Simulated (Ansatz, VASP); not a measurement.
# TaTe in VASP and in Ansatz

```xyz
2
Lattice="3.3971 0.0000 0.0000 0.0000 3.3971 0.0000 0.0000 0.0000 3.3971" Properties=species:S:1:pos:R:3 pbc="T T T"
Ta    1.6986    1.6986    1.6986
Te    0.0000    0.0000    0.0000
```

Change from the starting cell: volume scaled by 0.98.

Alike in both runs: task single point; functional PBE; k mesh 8 × 8 × 8; occupations fermi-dirac, width 0.05 eV; no spin polarisation.

|  | VASP | Ansatz |
| --- | --- | --- |
| version | VASP 6.6.1 | Ansatz 0.2.0 |
| potentials or method | VASP PAW PBE potentials, release 64 (Ta_pv, Te) | Ansatz PAW |
| plane-wave cutoff (eV) | 520 | 420 |
| valence electrons in the cell | 17 | 29 |

```tsv
	VASP	Ansatz	Ansatz less VASP
gap on the k mesh at the Fermi level (eV)	none	none	-
pressure (GPa)	3.2	3.2	-0.04
```

A gap of «none» marks a metal or a gap that the smearing closes. With one functional, cell and mesh, what is left measures potentials, basis and numerics. The two sets of potentials don't hold the same shells in valence.

The runs have no spin-orbit coupling, so splittings on Ta, Te are missing.
